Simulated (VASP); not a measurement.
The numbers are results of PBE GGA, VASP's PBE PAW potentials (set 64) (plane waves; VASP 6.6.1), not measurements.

Input for VASP

### POSCAR
```
Mg
1
    1.4092731145    -2.4409333159     0.0000000000
    1.4092731145     2.4409333159     0.0000000000
   -0.0000000000    -0.0000000000     4.5239554538
Mg
2
Direct
  0.3333330000   0.6666670000   0.2500000000
  0.6666670000   0.3333330000   0.7500000000
```

### INCAR
```
# general
SYSTEM   =  Mg
PREC     =  Accurate
ENCUT    =  500
LREAL    =  .FALSE.
LASPH    =  .TRUE.

# electronic loop
EDIFF    =  1E-6
NELM     =  100
ALGO     =  Normal

# smearing
ISMEAR   =  1
SIGMA    =  0.1

# functional
GGA      =  PE

# ions
IBRION   =  2
NSW      =  40
ISIF     =  3
EDIFFG   =  -0.02
PSTRESS  =  450

# output
LWAVE    =  .FALSE.
LCHARG   =  .FALSE.
```

### KPOINTS
```
K-points
0
gamma
  15 15 8
0 0 0
```

POTCAR, in this order: Mg (PBE.64 set). Program: vasp_std.

Energy and stress use the plane-wave basis of the starting cell.

**Question.** Estimate the energy per atom (σ→0), volume per atom, band gap (on the k-mesh).

**Answer.** 
The energy per atom (σ→0) is -66.2 kJ/mol of atoms, the band gap (on the k-mesh) comes out as none (metal, semimetal or under 0.01 eV) and the volume per atom is 14.17 Å^3/atom.

### OSZICAR
```
...
DAV:   3    -0.139121533414E+01    0.17750E-02   -0.47254E-04  1932   0.175E-01    0.106E-02
DAV:   4    -0.139121170568E+01    0.36285E-05   -0.38724E-06  1962   0.162E-02    0.474E-03
DAV:   5    -0.139121105185E+01    0.65383E-06   -0.17127E-06  1674   0.112E-02
   3 F= 0.65867408E+01 E0= 0.65867747E+01  d E =-.138152E+00
       N       E                     dE             d eps       ncg     rms          rms(c)
DAV:   1    -0.137141687107E+01    0.19795E-01   -0.18096E-04  1788   0.108E-01    0.436E-03
DAV:   2    -0.137141702150E+01   -0.15044E-06   -0.60418E-07  1716   0.741E-03
   4 F= 0.65866228E+01 E0= 0.65866571E+01  d E =-.138270E+00
```

The compound is Mg in the hcp structure. This run relaxes it under an external pressure of 45 GPa. Symmetry was kept, so distortions that lower it aren't found.
